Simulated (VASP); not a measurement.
# Ba3Mo (P6/mmm) in VASP: single point with PBE

Aim: the single point of Ba3Mo with PBE.

Program: VASP 6.6.1. These are calculated values, not measurements. Logs are shortened: lines on timing, memory, paths and dates and some standing lists are left out, and cuts for length are marked.

## 1. The cell of the first run

It takes space group P6/mmm (No. 191, hexagonal). The conventional cell has a = 7.038 Å, b = 7.038 Å, c = 3.299 Å, α = 90.00°, β = 90.00°, γ = 120.00°. Ba (site symmetry mmm) has 6 Ba at 3.30 to 3.52 Å and 2 Mo at 3.52 Å as nearest neighbours. Mo (site symmetry 6/mmm) has 2 Mo at 3.30 Å and 6 Ba at 3.52 Å as nearest neighbours.

The cell was built by a generator and needn't be a form met in nature.

## 2. Single point, PBE (random cell by space group and Wyckoff sites (P6/mmm, No. 191))

Contents of INCAR:

```
ALGO     = Fast           # electronic algorithm
EDIFF    = 1E-7           # SCF threshold, eV
ENCUT    = 520            # plane-wave cutoff, eV
GGA      = PE             # functional
ISIF     = 2              # what is computed and relaxed
ISMEAR   = 0              # smearing method
LASPH    = T              # aspherical terms in the spheres
LCHARG   = F              # write CHGCAR
LREAL    = F              # projectors in reciprocal space
LWAVE    = F              # write WAVECAR
NBANDS   = 30             # bands
NELM     = 100            # most SCF steps
PREC     = Accurate       # precision mode
SIGMA    = 0.1            # smearing width, eV
```

Contents of KPOINTS:

```
k-points
0
Gamma
  9 9 14
```

Contents of POSCAR:

```
Ba3Mo
1.0
    7.0378418334      0.0000000000      0.0000000000
   -3.5189209167      6.0949498155      0.0000000000
    0.0000000000      0.0000000000      3.2994099109
Ba Mo
3 1
Direct
    0.5000000000      0.0000000000      0.0000000000
    0.0000000000      0.5000000000      0.0000000000
    0.5000000000      0.5000000000      0.0000000000
    0.0000000000      0.0000000000      0.0000000000
```

Potentials or basis: VASP PAW PBE potentials, release 64 (Ba_sv, Mo_sv).

Run with:

```bash
cat potpaw_PBE.64/Ba_sv/POTCAR potpaw_PBE.64/Mo_sv/POTCAR > POTCAR
mpirun -np 1 vasp_std > vasp.out
```

OUTCAR:

```text
EDIFF = 1E-7
   ENCUT = 520
   GGA = PE
   ISIF = 2
   ISMEAR = 0
   LASPH = T
   LREAL = F
   NELM = 100
   PREC = Accurate

 ion  position               nearest neighbor table
   1  0.500  0.000  0.000-   2 3.52   3 3.52   3 3.52   2 3.52   4 3.52   4 3.52
   2  0.000  0.500  0.000-   1 3.52   4 3.52   4 3.52   1 3.52   3 3.52   3 3.52
   3  0.500  0.500  0.000-   1 3.52   4 3.52   1 3.52   4 3.52   2 3.52   2 3.52
   4  0.000  0.000  0.000-   2 3.52   3 3.52   2 3.52   3 3.52   1 3.52   1 3.52

  LATTYP: Found a hexagonal cell.
 ALAT       =     7.0378418334
 C/A-ratio  =     0.4688098978

  Lattice vectors:

 A1 = (   7.0378418334,   0.0000000000,   0.0000000000)
 A2 = (  -3.5189209167,   6.0949498155,   0.0000000000)
 A3 = (   0.0000000000,   0.0000000000,   3.2994099109)

Analysis of symmetry for initial positions (statically):
=====================================================================
 Subroutine PRICEL returns:
 Original cell was already a primitive cell.

 Routine SETGRP: Setting up the symmetry group for a
 hexagonal supercell.

 Subroutine GETGRP returns: Found 24 space group operations
 (whereof 24 operations were pure point group operations)
 out of a pool of 24 trial point group operations.

The static configuration has the point symmetry D_6h.

Analysis of symmetry for dynamics (positions and initial velocities):
=====================================================================
 Subroutine PRICEL returns:
 Original cell was already a primitive cell.

 Routine SETGRP: Setting up the symmetry group for a
 hexagonal supercell.

 Subroutine GETGRP returns: Found 24 space group operations
 (whereof 24 operations were pure point group operations)
 out of a pool of 24 trial point group operations.

The dynamic configuration has the point symmetry D_6h.

 Subroutine INISYM returns: Found 24 space group operations
 (whereof 24 operations are pure point group operations),
 and found     1 'primitive' translations

----------------------------------------------------------------------------------------

                                     Primitive cell

  volume of cell :     141.5292

[... 88 lines left out ...]
   LSORBIT =      F    spin-orbit coupling
   LASPH  =      T    aspherical Exc in radial PAW
   ENCUT  =  520.0 eV  38.22 Ry    6.18 a.u.  13.09 13.09  6.13*2*pi/ulx,y,z
   NELM   =    100;   NELMIN=  2; NELMDL= -5     # of ELM steps
   EDIFF  = 0.1E-06   stopping-criterion for ELM
   LREAL  =      F    real-space projection
   EDIFFG = 0.1E-05   stopping-criterion for IOM
   NSW    =      0    number of steps for IOM
   IBRION =     -1    ionic relax: 0-MD 1-quasi-New 2-CG
   NFREE  =      0    steps in history (QN), initial steepest desc. (CG)
   ISIF   =      2    stress and relaxation
   ISYM   =      2    0-nonsym 1-usesym 2-fastsym
   POTIM  = 0.5000    time-step for ionic-motion
   TEBEG  =    0.0;   TEEND  =   0.0 temperature during run
   PSTRESS=    0.0 pullay stress
   NELECT =      44.0000    total number of electrons
   NUPDOWN=      -1.0000    fix difference up-down
   EMIN   =  10.00;   EMAX   =-10.00  energy-range for DOS
   EFERMI =   0.00;   METHOD = LEGACY
   ISMEAR =     0;   SIGMA  =   0.10  broadening in eV -4-tet -1-fermi 0-gaus
   EFERMI_NEDOS =   21; number of points for ismear=-14 and -15
   IALGO  =     68    algorithm
   IMIX   =      4    mixing-type and parameters
     AMIX     =   0.40;   BMIX     =  1.00
     AMIX_MAG =   1.60;   BMIX_MAG =  1.00
  volume/ion in A,a.u.               =      35.38       238.77
  Fermi-wavevector in a.u.,A,eV,Ry     =   1.109031  2.095765 16.734488  1.229950
  Thomas-Fermi vector in A             =   2.245566
   LORBIT       =      0    0 simple, 1 ext, 2 COOP (PROOUT), +10 PAW based schemes
   GGA     = PE    functional components
   LHFCALC =     F    Hartree Fock is set to
   AEXX    =    0.0000 exact exchange contribution
   IVDW    =     0    specifies the selected vdW correction
   LEPSILON=     F    determine dielectric tensor
   LRPA    =     F    only Hartree local field effects (RPA)
 non-spin polarized calculation
 RMM-DIIS sequential band-by-band and
 Gauss-broadening in eV      SIGMA  =   0.10
  energy-cutoff  :      520.00
  volume of cell :      141.53
 maximum number of plane-waves:      3848
 NGX is ok and might be reduce to    54
   NGX = 27   NGY = 27   NGZ = 13

 number of electron      44.0000007 magnetization

 Free energy of the ion-electron system (eV)
  ---------------------------------------------------
  ext. energy  EPLUGINS =         0.00000000
  ---------------------------------------------------
  free energy    TOTEN  =       -11.35719219 eV

  energy without entropy =      -11.30970021  energy(sigma->0) =      -11.33344620

 E-fermi :   3.9811     XC(G=0):  -9.4225

 val. band max:        3.9782596964   @ k =   0.2222   0.2222   0.5000
 cond. band min:       3.9838881663   @ k =   0.3333   0.1111   0.2143
 fundamental gap:      0.0056284699
 Fermi energy:         3.9810610995

 k-point     1 :       0.0000    0.0000    0.0000
  band No.  band energies     occupation
      1     -56.6077      2.00000
      2     -30.6937      2.00000
      3     -30.6080      2.00000
      4     -30.6080      2.00000
      5     -24.7645      2.00000
      6     -24.4473      2.00000
[... 781 lines left out ...]
     29       5.1042      0.00000
     30       5.1042      0.00000

 [... further k-points ...]

------------------------ aborting loop because EDIFF is reached ----------------------------------------

  FORCE on cell =-STRESS in cart. coord.  units (eV):
  Direction    XX          YY          ZZ          XY          YZ          ZX
  --------------------------------------------------------------------------------------
  -------------------------------------------------------------------------------------
  Total        0.9225471      0.9225471      1.1603933      0.0000000     -0.0000000      0.0000000
  in kB       10.4436719     10.4436719     13.1362040      0.0000000     -0.0000000      0.0000000
  external PRESSURE =      11.3411826 kB  Pullay stress =       0.0000000 kB

 VOLUME and BASIS-vectors are now :
 -----------------------------------------------------------------------------
  energy-cutoff  :      520.00
  volume of cell :      141.53
      direct lattice vectors                 reciprocal lattice vectors
     7.037841833  0.000000000  0.000000000     0.142089013  0.082035130  0.000000000
    -3.518920917  6.094949815  0.000000000     0.000000000  0.164070260  0.000000000
     0.000000000  0.000000000  3.299409911     0.000000000  0.000000000  0.303084499

 POSITION                                       TOTAL-FORCE (eV/Angst)
 -----------------------------------------------------------------------------------
      3.51892      0.00000      0.00000         0.000000      0.000000      0.000000
     -1.75946      3.04747      0.00000         0.000000      0.000000      0.000000
      1.75946      3.04747      0.00000        -0.000000      0.000000      0.000000
      0.00000      0.00000      0.00000        -0.000000      0.000000      0.000000
 -----------------------------------------------------------------------------------
    total drift:                                0.000000     -0.000000      0.000000

  FREE ENERGIE OF THE ION-ELECTRON SYSTEM (eV)
  ---------------------------------------------------
  free  energy   TOTEN  =       -11.3571921878 eV

  energy  without entropy=      -11.3097002116  energy(sigma->0) =      -11.33344620
```

Wall time 8.6 min (1 thread of AMD EPYC 9R45 (Zen 5), shared host); peak memory 0.49 GiB.

Results:

```
Free energy            : -11.3572 eV
Pressure               : 1.1 GPa
Band gap on the k mesh : none (metal or under the smearing width)
```

Spin-orbit coupling is left out, which matters for the levels of Ba.
